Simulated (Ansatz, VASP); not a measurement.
**HfO2 (liquid HfO2 at 3173 K) in two plane-wave programs**

Wanted: the spread between two codes on one cell, functional and k mesh. The cell is taken from a series of runs on this material, whose earlier steps may have relaxed, scaled, displaced or heated it; both programs get it as it stands.

Program: Ansatz 0.2.0. Level of theory: plane waves, with VASP 6.6.1 beside it; single point at PBE. Results are calculated unless marked as measured.

## Step 1: Set-up

The cell holds 135 atoms: 45 Hf and 90 O. Its edges and angles: a = 12.448 Å, b = 12.448 Å, c = 12.448 Å, α = 90.0°, β = 90.0°, γ = 90.0°. As first built, before any earlier steps moved the atoms (in the runner's words): 135 atoms (45 Zr, 90 O) placed at random at 4.77 g/cm^3, melted at 4500 K for 20 ps at fixed volume with the Morse and Coulomb pair potential with partial charges (Pedone, Malavasi, Menziani, Cormack and Segre, J. Phys. Chem. B 110, 11780 (2006)). Snapshot at the end of a hold of 20 ps at 3173 K and fixed volume. Then Zr was replaced by Hf (the potential has no terms for the new elements, so the cell is a start for a DFT relaxation). The density is a measured one.

## Step 2: Ansatz: single point, PBE

Ansatz runs on its default PAW (the set named soft_2) files.

A single point gives forces, pressure and levels at one fixed geometry, so differences don't come from the geometry; what else differs is listed under the comparison.

input.yaml

```yaml
crystal:
  lattice:
    - [12.4477, 0.0, 0.0]
    - [0.0, 12.4477, 0.0]
    - [0.0, 0.0, 12.4477]
  atoms:
    - { symbol: Hf, position: [0.02585, 0.98411, 0.74411] }
    - { symbol: Hf, position: [0.83628, 0.28954, 0.06798] }
    - { symbol: Hf, position: [0.38033, 0.18387, 0.23949] }
    - { symbol: Hf, position: [0.19214, 0.50866, 0.86873] }
    - { symbol: Hf, position: [0.0515, 0.30731, 0.85316] }
    - { symbol: Hf, position: [0.38709, 0.95768, 0.09719] }
    - { symbol: Hf, position: [0.75921, 0.06618, 0.64182] }
    - { symbol: Hf, position: [0.39843, 0.95883, 0.7154] }
    - { symbol: Hf, position: [0.10478, 0.78698, 0.92286] }
    - { symbol: Hf, position: [0.34765, 0.32101, 0.49801] }
    - { symbol: Hf, position: [0.04648, 0.85297, 0.45042] }
    - { symbol: Hf, position: [0.68901, 0.77375, 0.06069] }
    - { symbol: Hf, position: [0.71008, 0.56293, 0.49502] }
    - { symbol: Hf, position: [0.74364, 0.87705, 0.33363] }
    - { symbol: Hf, position: [0.14973, 0.46846, 0.60122] }
    - { symbol: Hf, position: [0.11796, 0.06675, 0.23124] }
    - { symbol: Hf, position: [0.90227, 0.98562, 0.01484] }
    - { symbol: Hf, position: [0.89893, 0.45352, 0.28591] }
    - { symbol: Hf, position: [0.54602, 0.39011, 0.33052] }
    - { symbol: Hf, position: [0.81234, 0.17554, 0.34974] }
    - { symbol: Hf, position: [0.42634, 0.44231, 0.70902] }
    - { symbol: Hf, position: [0.51091, 0.20009, 0.85438] }
    - { symbol: Hf, position: [0.61427, 0.9288, 0.8841] }
    - { symbol: Hf, position: [0.95296, 0.57434, 0.97746] }
    - { symbol: Hf, position: [0.26291, 0.82813, 0.35808] }
    - { symbol: Hf, position: [0.74414, 0.37171, 0.82176] }
    - { symbol: Hf, position: [0.71131, 0.66541, 0.77731] }
    - { symbol: Hf, position: [0.42177, 0.68783, 0.87651] }
    - { symbol: Hf, position: [0.20605, 0.00844, 0.54511] }
    - { symbol: Hf, position: [0.6494, 0.07969, 0.13126] }
[... 99 atom lines left out ...]
    - { symbol: O, position: [0.20026, 0.56539, 0.48732] }
    - { symbol: O, position: [0.39874, 0.79028, 0.25883] }
    - { symbol: O, position: [0.19899, 0.97603, 0.71463] }
    - { symbol: O, position: [0.73144, 0.0341, 0.29696] }
    - { symbol: O, position: [0.73671, 0.41591, 0.56769] }
    - { symbol: O, position: [0.97754, 0.52915, 0.59666] }
kpoints:
  mp_grid: { grid: [1, 1, 1] }
hamiltonian:
  xc: pbe
scf:
  occupations: { method: gaussian, width: 0.05 }
output:
  forces: true
  stress: true
  populations: intrinsic
  dos:
    method: { smearing: { sigma: 0.1 } }
    de: 0.1
    projected: { site_lists: { Hf: [Hf], O: [O] } }
  eigenvalues: true
  write_density: true
  write_potential: true
  volumetric_format: npy
```

Run with:

```bash
$ ansatz run input.yaml --threads 16 --pin off --max-ram 31232MiB --backend cpu --events-out ev --progress --plain --runs-dir out
```

Numbers of over 12 decimals in the logs are rounded to 6 here.

Output:

```text
Engine: ansatz 0.2.0, x86_64-unknown-linux-gnu
Pseudopotentials: kind: paw
Pseudopotential: Hf, paw, valence charge 26, recommended cutoff 420 eV (normal), Hf.paw.azcp
Pseudopotential: O, paw, valence charge 6, recommended cutoff 420 eV (normal), O.paw.azcp
Functional definition: PBE
  parameter kappa = 0.804
  parameter beta = 0.066725
  exchange = pbe_x(kappa = kappa, mu = beta*pi^2/3)
  correlation = pbe_c(beta = beta)
Crystal: 135 atoms, lattice volume = 1928.712 Å³
Basis set: ecut = 420 eV, 37561 PW (Γ), exchange–correlation on 180×180×180 points (8 copies of the dense FFT grid, shifted against one another)
Bands: 1026, of which v1, the nominal top of the filled ones, is band 855 counted from 1 (854 counted from 0)
Symmetry: 1 space group operations
Space group: P1 (ITA 1), of the structure as read, at distance tolerance 1.2e-4 Å
k-points: 1
Non-local potential: Hf, projectors of the file, l = 0: 3, l = 1: 2, l = 2: 2, l = 3: 3
Non-local potential: O, projectors of the file, l = 0: 2, l = 1: 2, l = 2: 1
PAW form: soft (Blöchl's): semilocal exchange-correlation on the pseudo side does not see the compensation charge
PAW one-centre angular grid: Hf, 590 points (default); XC on 64 Gauss nodes
PAW one-centre angular grid: O, 110 points (default); XC on 64 Gauss nodes
Initial density: superposition of atomic densities (neutral atoms: chi_scale 0, normalization atom), corrected by the library's trained network
Initial wavefunctions: pseudopotential atomic-orbital guess
Functional: x = pbe(κ = 0.804, μ = 0.219515), c = pbe(β = 0.066725)
SCF iter   1: F=—  HF=-758696.067583 eV  |F-HF|=—  |Δ(HF+E_count)|=         —  Δρ=5.55e-3  dr2=8.32e-1  ethr=1.77e-3  ⟨swp⟩=5.0  Hψ=3176  notcnv=0  defer=119
preconditioner: auto → Resta (q_TF=auto, 2.674 Å⁻¹)  ε∞=5.0  [insulator: Δε(μ)=1.003 eV  Ē_g=17.085 eV  σ=0.050 eV  W_gap=1.00  n_scr=618 (ndim 8)  ℏωp=34.0 eV  f_vac=0.145  D(μ)=0.00/eV (n_scr^D=0)  ε∞_Penn≈5.0]
SCF iter   2: F=—  HF=-758695.958618 eV  |F-HF|=—  |Δ(HF+E_count)|=   1.09e-1  Δρ=2.97e-3  dr2=1.89e-1  ethr=4.87e-5  ⟨swp⟩=2.0  Hψ=1833  notcnv=0  defer=166
SCF iter   3: F=—  HF=-758695.946256 eV  |F-HF|=—  |Δ(HF+E_count)|=   1.24e-2  Δρ=1.56e-3  dr2=6.68e-2  ethr=1.11e-5  ⟨swp⟩=2.0  Hψ=1713  notcnv=0  defer=166
SCF iter   4: F=—  HF=-758695.941453 eV  |F-HF|=—  |Δ(HF+E_count)|=   4.80e-3  Δρ=5.56e-4  dr2=8.40e-3  ethr=3.91e-6  ⟨swp⟩=2.0  Hψ=1713  notcnv=0  defer=166
SCF iter   5: F=—  HF=-758695.942729 eV  |F-HF|=—  |Δ(HF+E_count)|=   1.28e-3  Δρ=4.40e-4  dr2=4.02e-3  ethr=4.91e-7  ⟨swp⟩=3.0  Hψ=1713  notcnv=0  defer=166
SCF iter   6: F=—  HF=-758695.942711 eV  |F-HF|=—  |Δ(HF+E_count)|=   1.79e-5  Δρ=1.50e-4  dr2=4.88e-4  ethr=2.35e-7  ⟨swp⟩=2.0  Hψ=1665  notcnv=0  defer=166
SCF iter   7: F=—  HF=-758695.942863 eV  |F-HF|=—  |Δ(HF+E_count)|=   1.52e-4  Δρ=8.88e-5  dr2=1.71e-4  ethr=2.85e-8  ⟨swp⟩=2.0  Hψ=1701  notcnv=0  defer=166
SCF iter   8: F=—  HF=-758695.942953 eV  |F-HF|=—  |Δ(HF+E_count)|=   9.02e-5  Δρ=3.64e-5  dr2=3.22e-5  ethr=9.97e-9  ⟨swp⟩=2.0  Hψ=1712  notcnv=0  defer=166
SCF iter   9: F=—  HF=-758695.950738 eV  |F-HF|=—  |Δ(HF+E_count)|=   7.79e-3  Δρ=2.17e-5  dr2=1.01e-5  ethr=1.88e-9  ⟨swp⟩=2.0  Hψ=1881  notcnv=0  defer=166
SCF iter  10: F=—  HF=-758695.950741 eV  |F-HF|=—  |Δ(HF+E_count)|=   2.14e-6  Δρ=7.53e-6  dr2=1.42e-6  ethr=5.92e-10  ⟨swp⟩=2.0  Hψ=1715  notcnv=0  defer=166
SCF iter  11: F=—  HF=-758695.950742 eV  |F-HF|=—  |Δ(HF+E_count)|=   1.49e-6  Δρ=7.74e-6  dr2=1.22e-6  ethr=8.32e-11  ⟨swp⟩=3.0  Hψ=2301  notcnv=0  defer=166
SCF iter  12: F=—  HF=-758695.950742 eV  |F-HF|=—  |Δ(HF+E_count)|=   1.32e-7  Δρ=2.25e-6  dr2=1.11e-7  ethr=7.16e-11  ⟨swp⟩=3.0  Hψ=1649  notcnv=0  defer=166
SCF iter  13: F=-758695.950742 eV  HF=-758695.950742 eV  |F-HF|=1.30e-8  |Δ(HF+E_count)|=   4.83e-8  Δρ=1.46e-6  dr2=4.35e-8  ethr=5.85e-12  ⟨swp⟩=15.0  Hψ=8543  notcnv=0
SCF 1 converged in 13 iterations: F = -758695.950742 eV  dr2 = 4.35e-8
  greatest PAW one-centre occupation: 0.999 electrons in one spin orbital (limit 2), on the Hf atom at site 15 (counted from 0), in its partial waves of l = 0
SCF converged after 13 iterations
Free energy (F): -758695.950742 eV
Harris-Foulkes:  -758695.950742 eV  (|F-HF|=1.30e-8)
Internal energy: -758695.950742 eV  (E = F + TS)
E sigma→0 (E₀):  -758695.950742 eV
Fermi energy:    12.268781 eV
--- Per-component energies (eV) ---
  E_band       = -6722.506015
  E_kinetic    = 34436.446192
  E_local      = -327414.940132  (includes V_loc(G=0)·N_el)
  E_nonlocal   = -51645.222863
  E_hartree    = 148603.192791
  E_xc         = -20044.212039
  E_vxc        = -20320.321763  (∫ρ·V_xc dr)
  E_paw        = -325887.128619  (= ΣΔE_a)
  E_vpaw       = 61014.915793  (= ΣTr[D̂ρ^β])
  E_aug_tail   = 0.219482  (compensation charges beyond the density's cutoff)
  E_ewald      = -216744.305554
  E_smearing   = -0.000000  (= −TS)
  E_closure    = 0.000000  (closes the sum)
[...]
--- intrinsic populations: 135 sites ---
  site symbol       q [e]
     0     Hf     24.4930
     1     Hf     24.5495
     2     Hf     24.5514
     3     Hf     24.5552
     4     Hf     24.5881
     5     Hf     24.4966
     6     Hf     24.5280
     7     Hf     24.6080
     8     Hf     24.6104
     9     Hf     24.5521
    10     Hf     24.6581
    11     Hf     24.6247
    12     Hf     24.4531
    13     Hf     24.5476
    14     Hf     24.6418
    15     Hf     24.5200
    16     Hf     24.4691
    17     Hf     24.5145
    18     Hf     24.5867
    19     Hf     24.4919
    20     Hf     24.6603
    21     Hf     24.4618
    22     Hf     24.6523
    23     Hf     24.5499
[...]
127      O      6.6415
   128      O      6.6697
   129      O      6.6937
   130      O      6.7574
   131      O      6.7510
   132      O      6.7149
   133      O      6.6968
   134      O      6.7046
  spilling = -0.000000 (of n_electrons = 1710.000000)
```

Reading the cycles: dr2 is the Hartree energy of the density residual (eV), the measure of convergence; HF is the Harris–Foulkes estimate of the energy, which meets the free energy F at convergence.

## Step 3: VASP: single point, PBE

The same cell, functional, mesh and smearing now go to VASP, with its own data sets.

Lines of VASP's logs that name or quote its potential files are left out, and so is its time.

INCAR

```
SYSTEM = HfO2
PREC = Accurate
ENCUT = 600
EDIFF = 1E-06
NELM = 120
ISMEAR = 0
SIGMA = 0.05
LREAL = Auto
ALGO = Normal
GGA = PE
NBANDS = 589
LASPH = .TRUE.
LORBIT = 11
LWAVE = .FALSE.
LCHARG = .FALSE.
ISIF = 2
GGA_COMPAT = .FALSE.
EFERMI = MIDGAP
```

POSCAR

```
HfO2
1.0
   12.4477000000      0.0000000000      0.0000000000
    0.0000000000     12.4477000000      0.0000000000
    0.0000000000      0.0000000000     12.4477000000
Hf O
45 90
Direct
    0.0258500000      0.9841100000      0.7441100000
    0.8362800000      0.2895400000      0.0679800000
    0.3803300000      0.1838700000      0.2394900000
    0.1921400000      0.5086600000      0.8687300000
    0.0515000000      0.3073100000      0.8531600000
    0.3870900000      0.9576800000      0.0971900000
    0.7592100000      0.0661800000      0.6418200000
    0.3984300000      0.9588300000      0.7154000000
    0.1047800000      0.7869800000      0.9228600000
    0.3476500000      0.3210100000      0.4980100000
    0.0464800000      0.8529700000      0.4504200000
    0.6890100000      0.7737500000      0.0606900000
    0.7100800000      0.5629300000      0.4950200000
    0.7436400000      0.8770500000      0.3336300000
    0.1497300000      0.4684600000      0.6012200000
    0.1179600000      0.0667500000      0.2312400000
    0.9022700000      0.9856200000      0.0148400000
    0.8989300000      0.4535200000      0.2859100000
    0.5460200000      0.3901100000      0.3305200000
    0.8123400000      0.1755400000      0.3497400000
    0.4263400000      0.4423100000      0.7090200000
    0.5109100000      0.2000900000      0.8543800000
    0.6142700000      0.9288000000      0.8841000000
    0.9529600000      0.5743400000      0.9774600000
    0.2629100000      0.8281300000      0.3580800000
    0.7441400000      0.3717100000      0.8217600000
    0.7113100000      0.6654100000      0.7773100000
    0.4217700000      0.6878300000      0.8765100000
    0.2060500000      0.0084400000      0.5451100000
    0.6494000000      0.0796900000      0.1312600000
[... 99 atom lines left out ...]
    0.2002600000      0.5653900000      0.4873200000
    0.3987400000      0.7902800000      0.2588300000
    0.1989900000      0.9760300000      0.7146300000
    0.7314400000      0.0341000000      0.2969600000
    0.7367100000      0.4159100000      0.5676900000
    0.9775400000      0.5291500000      0.5966600000
```

KPOINTS

```
Automatic mesh
0
Gamma
1 1 1
0 0 0
```

The projector-augmented-wave data sets are Hf_pv and O (PBE family, release 64).

Run with:

```bash
$ export OMP_NUM_THREADS=3
$ mpirun -np 1 vasp_gam
```

Output:

```text
[banner, memory and clock lines left out]
running    1 mpi-ranks, on    1 nodes
[...]
Offloading initialized ...    1 GPUs detected
[...]
LDA part: xc-table for (Slater+PW92), standard interpolation
 POSCAR, INCAR and KPOINTS ok, starting setup
[...]
entering main loop
       N       E                     dE             d eps       ncg     rms          rms(c)
DAV:   1     0.983998777657E+04    0.98400E+04   -0.68312E+05  1178   0.194E+03
DAV:   2    -0.620146377031E+03   -0.10460E+05   -0.10057E+05  1439   0.498E+02
DAV:   3    -0.154836860369E+04   -0.92822E+03   -0.92245E+03  1380   0.126E+02
DAV:   4    -0.157164459735E+04   -0.23276E+02   -0.23171E+02  1372   0.216E+01
[...]
DAV:  19    -0.129138226960E+04    0.12862E-06   -0.99697E-05  1556   0.200E-02    0.299E-02
DAV:  20    -0.129138227139E+04   -0.17905E-05   -0.43216E-05  1388   0.978E-03    0.202E-02
DAV:  21    -0.129138227168E+04   -0.28840E-06   -0.79575E-06  1268   0.443E-03
   1 F= -.12913823E+04 E0= -.12913823E+04  d E =-.298792E-28
```

OUTCAR, selected parts (step 3):

```text
  Total     -139.1447420   -138.7341702   -111.5379762    -11.1376554    -30.6573561      1.2395717
  in kB     -115.5872799   -115.2462187    -92.6543906     -9.2520298    -25.4670090      1.0297099
[...]
4.40561      6.14207      7.24095        -0.561835     -0.258322     -1.105782
      8.30386      3.48399      4.85037        -0.075536      0.402533      2.335779
      9.44706     11.24762     11.89278         1.505645      0.385113      1.163981
     11.95651      4.32607      2.03445        -1.475434     -1.055765     -0.847734
      1.51078      9.11819      4.05783        -0.869480      2.757069      0.141950
     10.85041      4.01650      4.83382         2.234869      0.546586      0.520296
      4.32894     11.75723      5.52541        -1.060373     -0.439337     -0.355033
      3.97057     10.16703      8.23751         1.486047     -1.930943     -0.545052
      1.57687      1.74019      1.07872         0.035844      0.516914      1.278982
      4.06268      3.89165      8.47302         1.661775      0.917330     -2.241246
      4.77867      4.99252      4.24964        -1.880216      0.020325      2.229527
      0.42247      4.02048      7.10826         1.074930      0.085042     -1.643473
      5.86486      0.92387      2.18806         3.897889     -2.037400      2.012045
[...]
-----------------------------------------------------------------------------------
    total drift:                               -0.010611      0.008803      0.000535

  FREE ENERGIE OF THE ION-ELECTRON SYSTEM (eV)
  ---------------------------------------------------
  free  energy   TOTEN  =     -1291.3822716821 eV

  energy  without entropy=    -1291.3822716821  energy(sigma->0) =    -1291.38227168

[... 2 further parts left out ...]
[key lines of the parts left out:]
E-fermi :   3.3330
```

The run ends at a pressure of -10.78 GPa, with forces up to 8.2 eV/Å.

## Step 4: Differences

Known differences besides the potentials themselves: the data sets hold 1710 valence electrons in Ansatz (on its default PAW (the set named soft_2) files) and 990 in VASP; the cutoff is 420 eV in Ansatz and 600 eV in VASP (PREC = Accurate, projectors in real space). Total energies have different zeros and are not compared.

The two programs side by side:

```
              quantity  Ansatz    VASP  difference
        pressure (GPa)   -8.68  -10.78       +2.11
gap on the k mesh (eV)   0.833   0.792      +0.041
```

Forces on 8 of the 135 atoms, those with the largest forces and the largest differences (eV/Å; atoms numbered as in POSCAR):

```
atom          Ansatz x, y, z           VASP x, y, z
Hf11   -5.876, -3.383, 2.230  -5.703, -3.344, 2.237
Hf18   -0.255, 1.046, -6.152  -0.196, 0.888, -6.095
Hf19   0.963, -4.884, -1.416  0.870, -4.943, -1.369
Hf20  -2.702, -0.073, -1.681  -2.775, 0.079, -1.748
Hf24    -4.945, 1.051, 4.767   -4.864, 1.070, 4.756
Hf30    0.786, -2.679, 4.314   0.809, -2.763, 4.293
Hf34   -4.128, 3.811, -6.066  -4.081, 3.719, -6.021
Hf39   2.023, -4.839, -0.014   1.963, -4.846, 0.124
```

The forces differ by 58 meV/Å r.m.s., which is 3.4 % of the r.m.s. force of 1.709 eV/Å (both taken over all components). A gap on the mesh is an upper bound, since the band edges may lie between its points; neither run holds spin-orbit coupling, which can move the band edges of a compound of Hf. VASP's last cycles still show a density residual of 2e-03, so its state may not be settled.

## Step 5: Summary of results

| Property | Result |
| --- | --- |
| r.m.s. force difference (single point, PBE) | 3.4 % of the r.m.s. force |
| difference in pressure (single point, PBE) | 2.1 GPa |
| difference in gap on the k mesh (single point, PBE) | 0.041 eV |

The difference in pressure is 2.1 GPa (single point, PBE), beyond the 1 GPa picked in this series as the mark of a large difference. The data sets hold unlike numbers of valence electrons (1710 in Ansatz and 990 in VASP), so part of the differences comes from the potentials. By the marks of this series, far apart in the single point, PBE pair: the r.m.s. force difference, 3.4 % of the r.m.s. force and the difference in pressure, 2.1 GPa. What causes the difference of the single point, PBE pair stays open here. How closely two codes agree says nothing of how well the functional describes the real material.

[Lines on the potential files, build, host, timing and source positions are cut from VASP's logs without a mark.]

[Logs are printed without paths, hosts, clocks, repeated set-up lines and the standing remarks that a program may print on its own settings, such as how far it seeks lower states.]

[Hosts, paths, dates, database ids (printed as entryN), source tags and the programs' standing remarks are cut or masked in the printed files.]
